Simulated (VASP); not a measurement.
OSZICAR of a VASP run on AuZn (CsCl type):

OSZICAR:
```
       N       E                     dE             d eps       ncg     rms          rms(c)
DAV:   1     0.138878487430E+03    0.13888E+03   -0.11326E+04    30   0.177E+03
DAV:   2    -0.745772344956E+00   -0.13962E+03   -0.13791E+03    30   0.342E+02
DAV:   3    -0.478144955336E+01   -0.40357E+01   -0.40122E+01    37   0.698E+01
DAV:   4    -0.480187591974E+01   -0.20426E-01   -0.20406E-01    30   0.397E+00
DAV:   5    -0.480218006518E+01   -0.30415E-03   -0.30414E-03    37   0.527E-01    0.711E+00
DAV:   6    -0.470450727916E+01    0.97673E-01   -0.18951E-01    30   0.140E+01    0.438E+00
DAV:   7    -0.467191917022E+01    0.32588E-01   -0.71529E-02    38   0.314E+00    0.887E-01
DAV:   8    -0.467095925133E+01    0.95992E-03   -0.29852E-03    38   0.948E-01    0.257E-01
DAV:   9    -0.467098062360E+01   -0.21372E-04   -0.44879E-04    30   0.257E-01    0.657E-02
DAV:  10    -0.467100016989E+01   -0.19546E-04   -0.18134E-05    30   0.456E-02    0.118E-02
DAV:  11    -0.467099967892E+01    0.49096E-06   -0.61942E-07    22   0.102E-02
   1 F= -.46709997E+01 E0= -.46565755E+01  d E =-.432724E-01
```

### Question
Which electronic solver shows in the log?

### Answer
It is blocked Davidson (ALGO = Normal, or the opening steps of other solvers). The INCAR had ALGO = Normal.

### Question
Can the final energy be trusted as converged?

### Answer
Self-consistency was reached. It stopped with EDIFF = 1E-6, NELM = 100 (PBE GGA, plane waves, VASP's PBE PAW potentials (set 64)).

The compound is AuZn in the CsCl type structure. The cell was not relaxed at this level. The k-mesh is coarse (spacing up to 1.96 per Å, 2π included), so the numbers may not be converged in it. The run is one of a series of settings (KPOINTS 1×1×1 Γ-centred mesh against the base run), some of them coarse on purpose. The electron count is odd and the run is not spin-polarised, which forces a metal.
